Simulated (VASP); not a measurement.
Set up this calculation in VASP 6.6.1, as the native input.

```yaml
Task: single point
Functional: PBEsol
Potentials_or_basis: VASP PAW PBE potentials, release 64 (V_sv, Si, C)
Cutoff: 450 eV
k_mesh: 2 × 3 × 3
Occupations: gaussian, width 0.03 eV
Spin: collinear spin, ferromagnetic start
Starting_moments: "[1.0, 0.0, 0.0, 0.0, 0.0, 0.0, 0.0, 0.0, 0.0, 0.0, 0.0, 0.0, 0.0, 0.0, 0.0, 0.0, 0.0, 0.0, 0.0, 0.0, 0.0, 0.0, 0.0, 0.0] μB"
Fixed_moment: 1 μB
Hubbard_terms: V d U = 5 eV
Dq: 0
Further_INCAR_settings: LREAL = Auto; ALGO = Normal; EDIFF = 1e-05; ISYM = 0
```

The structure of VSi11C12 (a cell with a defect) lies in POSCAR:

```
VSi11C12                                
1.0
    0.0000000000      6.5370000000      6.5370000000
    4.3580000000      0.0000000000      4.3580000000
    4.3580000000      4.3580000000      0.0000000000
  V               Si              C             
     1    11    12
Direct
     0.9992199880949790    0.9976464997193684    0.0043702231354233
     0.0003697855007408    0.9962220882262899    0.5042037139896762
     0.0011282730415207    0.4978815969720490    0.0023871905558067
     0.0004214609689641    0.4983752119324383    0.5043853316353956
     0.3346387287217111    0.9983507435683568    0.0025126452167637
     0.3354841988353815    0.9966567734731939    0.5020410622819893
     0.3372060638477331    0.4945417344021206    0.0021368124298839
     0.3341400460444560    0.4980800258466657    0.5025028456051366
     0.6673284137881804    0.9968444352159043    0.0018026101027452
     0.6664111038381672    0.9989727540919056    0.5025463127631373
     0.6655566278492933    0.5019825037696705    0.0021974817612113
     0.6684705240379094    0.4972099670520371    0.5018101584188696
     0.0876239500429890    0.1251698694087785    0.1335000132234737
     0.0868277164050055    0.1263941262212645    0.6157757997346772
     0.0897643187410119    0.6078030165026789    0.1327833128935858
     0.0845272229656877    0.6220608385552975    0.6286859890413822
     0.4198780667032888    0.1197581141960394    0.1265618109859690
     0.4164881422156448    0.1234215068850365    0.6284396555202638
     0.4163370976614049    0.6253459892418078    0.1275317243588210
     0.4185731450935120    0.6217640662110554    0.6269925294330865
     0.7381807068356551    0.1318962076662666    0.1307298688900531
     0.7509146164072196    0.1222796154536706    0.6270655668482831
     0.7519625141293503    0.6225527689654700    0.1270448922581049
     0.7504572882301929    0.6242775464226243    0.6268734489162603
```

These files were run (other wordings do the same):

INCAR

```
SYSTEM = VSi11C12
PREC = Accurate ; ENCUT = 450
EDIFF = 1E-5 ; ISMEAR = 0
SIGMA = 0.03 ; LREAL = Auto
LASPH = .True. ; NELM = 120
ALGO = Normal ; ISIF = 2
LWAVE = .False. ; LCHARG = .False.
ISPIN = 2 ; MAGMOM = 1 0 0 0 0 0 0 0 0 0 0 0 0 0 0 0 0 0 0 0 0 0 0 0
LORBIT = 11 ; NUPDOWN = 1
LMAXMIX = 4 ; LDAU = .True.
LDAUTYPE = 2 ; LDAUL = 2 -1 -1
LDAUU = 5 0 0 ; LDAUJ = 0 0 0
LDAUPRINT = 1 ; GGA = PS
ISYM = 0 ; KPAR = 4
```

KPOINTS

```
Automatic mesh
0
Gamma
  2 3 3
  0 0 0
```

Potentials or basis: VASP PAW PBE potentials, release 64 (V_sv, Si, C).

Run with:

```sh
$ cat potpaw_PBE.64/V_sv/POTCAR potpaw_PBE.64/Si/POTCAR potpaw_PBE.64/C/POTCAR > POTCAR
$ mpirun -np 4 vasp_std > vasp.out
```

It gave:

```
Largest force                                         : 0.265 eV/Å
Net moment                                            : 1.00 μB per cell
Site moments                                          : V +1.11; Si +0.01, -0.00, +0.00; C -0.03, -0.00, -0.01 μB
Valence electrons inside the program's atomic spheres : V 11.76; Si 1.69, 1.68, 1.70; C 2.55, 2.54
```

Caveat: the k mesh is coarse (spacing up to 0.42 Å⁻¹), so the values aren't converged; the PAW data sets were made with another functional, which shifts forces and pressure a little; the total moment is fixed, so each spin has its own Fermi level; the U is typed as a test and isn't derived for this compound.

Wall time 4 min on 4 MPI ranks on Intel(R) Xeon(R) Platinum 8559C (Emerald Rapids), on a shared host, peak memory 0.58 GiB a rank.
